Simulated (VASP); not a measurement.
Here is the system:

```xyz
1
Lattice="0.0000 1.9366 1.9366 1.9366 0.0000 1.9366 1.9366 1.9366 0.0000" Properties=species:S:1:pos:R:3 pbc="T T T"
Ir     0.0000     0.0000     0.0000
```

Method: PBE GGA, VASP's PBE PAW potentials (set 64) (plane waves; VASP). Run with 500 eV cut-off, 16×16×16 Γ-centred mesh, first-order Methfessel-Paxton smearing of 0.10 eV, potentials Ir.

Problem. The ions, cell shape and volume at an external pressure of 5.0 GPa are relaxed. Which structure does the run end with?

Solution. 
```xyz
1
Lattice="0.0000 1.9279 1.9279 1.9279 0.0000 1.9279 1.9279 1.9279 0.0000" Properties=species:S:1:pos:R:3 pbc="T T T"
Ir     0.0000     0.0000     0.0000
```
Space group Fm-3m (225), at a tolerance of 0.03 Å.

Problem. How do energy and volume change from the first to the last step?

Solution. The energy (σ→0) changes by +2.9 meV/atom and the volume by -1.3 %, in 3 ionic steps.

```json
[
 {"step": "1", "E(σ→0) (eV)": "-8.8407", "max force (eV/Å)": "0.000", "pressure (GPa)": "0.02", "volume (Å³)": "14.53"},
 {"step": "2", "E(σ→0) (eV)": "-8.7665", "max force (eV/Å)": "0.000", "pressure (GPa)": "27.41", "volume (Å³)": "13.60"},
 {"step": "3", "E(σ→0) (eV)": "-8.8378", "max force (eV/Å)": "0.000", "pressure (GPa)": "4.90", "volume (Å³)": "14.33"}
]
```

The compound is Ir in the fcc structure. This run relaxes it under an external pressure of 5 GPa. Symmetry was kept, so distortions that lower it aren't found.
